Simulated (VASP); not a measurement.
## Ge: energy against the displacement of an atom

Ge (diamond, Fd-3m, 22.123 Å³/atom and stress up to 0.22 GPa in the relaxed cell, cube axes along x, y and z) under a displacement u of the Ge atom at (1.404, 1.404, 1.404) Å, one of 2 in the cell, and of all its periodic images, along (1, 1, 1). LDA in VASP (plane waves, PAW), 480 eV, 10×10×10 Γ-centred mesh, Gaussian smearing 0.05 eV; the cell and the other atoms are held.

Here u stands for displacement and y for E less E0.

```csv
displacement (Å),E less E0 (meV/cell)
-0.070,30.3
-0.040,9.6
-0.020,2.4
0.000,0.0
0.020,2.2
0.040,8.7
0.070,26.0
0.180,?
```

Task: Using a parabola, estimate the missing y at u = 0.180 from the other rows, showing the fit.

Result: Least squares gives y = -0.01 - 24.71·u + 5745.8·u². Residuals (row less fit): 0.43, -0.57, -0.38, 0.01, 0.41, 0.51, -0.41; standard error 0.56 (degrees of freedom: 4). Twice the quadratic coefficient is the force constant of this zone-centre displacement, 11.5 ± 0.2 eV/Å². At the withheld row, y = -0.01 - 24.71 × 0.18 + 5745.8 × 0.18² = 181.71 meV/cell. The calculation gives 150.0 meV/cell, 31.71 meV/cell below the prediction (21.1 % of the range of y in the table). The row lies outside the fitted rows, so this is an extrapolation. From the scatter of the fitted rows alone, a prediction at this place has a standard error of 3.48 meV/cell, so the miss is 9.1 times that.

A polynomial of degree 3 through the 12 other runs of the series gives 150.3 there, so most of the miss is curvature that the fit leaves out. This level leaves no gap over 0.05 eV at displacement -0.070, -0.040, -0.020, 0.020, 0.040, 0.070, 0.180 Å. Rows are the converged runs of the series near zero and its far end, less any whose ions stayed unrelaxed beside relaxed ones; series whose fitted rows scatter by over a few per cent of the range, as at a crossing or softening among them, aren't shown in this form. Most that stay on the fit to the last digits aren't either.
